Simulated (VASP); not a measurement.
## From an Ansatz input to VASP: BiB (zincblende)

Ansatz input

```yaml
crystal:
  lattice:
    - [0.0, 2.7448744631, 2.7448744631]
    - [2.7448744631, 0.0, 2.7448744631]
    - [2.7448744631, 2.7448744631, 0.0]
  atoms:
    - { symbol: B, position: [0.0, 0.0, 0.0] }
    - { symbol: Bi, position: [0.25, 0.25, 0.25] }
kpoints:
  mp_grid: { grid: [6, 6, 6] }
  band_path:
    path:
      - [0.0, 0.0, 0.0]
      - [0.5, 0.0, 0.5]
      - [0.5, 0.25, 0.75]
      - [0.375, 0.375, 0.75]
      - [0.5, 0.5, 0.5]
      - [0.625, 0.25, 0.625]
    npoints: 1
hamiltonian:
  xc: hse06
scf:
  occupations: { method: fixed }
  n_extra_bands: 4
output:
  forces: true
  stress: true
  eigenvalues: true
```

**Question.** Which VASP files do the same job?

**Answer.** 

INCAR, step 1 (PBE orbitals to start from)

```
LWAVE = .TRUE.
GGA = PE
LASPH = .TRUE.
EDIFF = 1E-5
NBANDS = 16
PREC = Accurate
LCHARG = .FALSE.
ENCUT = 520
SIGMA = 0.01
ISMEAR = 0
NELM = 120
LREAL = .FALSE.
```

INCAR, step 2

```
LREAL = .FALSE.
HFSCREEN = 0.2079
ALGO = Normal
ENCUT = 520
NSW = 0
AEXX = 0.25
LASPH = .TRUE.
LHFCALC = .TRUE.
NELM = 120
PRECFOCK = Fast
IBRION = -1
ISTART = 1
LWAVE = .FALSE.
EDIFF = 1E-7
ISMEAR = 0
PREC = Accurate
ISIF = 2
GGA = PE
NBANDS = 16
SIGMA = 0.01
LCHARG = .FALSE.
```

KPOINTS

```
KPOINTS created by Atomic Simulation Environment
0
Gamma
6 6 6
0 0 0
```

KPOINTS_OPT

```
special points
6
Reciprocal
0.0000000000 0.0000000000 0.0000000000 1
0.5000000000 0.0000000000 0.5000000000 1
0.5000000000 0.2500000000 0.7500000000 1
0.3750000000 0.3750000000 0.7500000000 1
0.5000000000 0.5000000000 0.5000000000 1
0.6250000000 0.2500000000 0.6250000000 1
```

POSCAR

```
B  Bi
 1.0000000000000000
     0.0000000000000000    2.7448744631273732    2.7448744631273732
     2.7448744631273732    0.0000000000000000    2.7448744631273732
     2.7448744631273732    2.7448744631273732    0.0000000000000000
 B   Bi
   1   1
Cartesian
  0.0000000000000000 -0.0000000000000000 -0.0000000000000000
  1.3724372315636866  1.3724372315636866  1.3724372315636866
```

VASP ran with the recommended PBE PAW datasets (18 valence electrons in the cell). Other inputs would serve too.

|  | Ansatz | VASP |
| --- | --- | --- |
| gap between bands v and c | 0.91 eV | 0.90 eV |
| least direct gap | 0.91 eV | 0.90 eV |
| pressure | -1.8 GPa | -1.8 GPa |

Datasets and cutoffs are each program's own. VASP's cell holds 18 valence electrons and Ansatz's 18. Ansatz's stress includes a Pulay correction; VASP's doesn't.
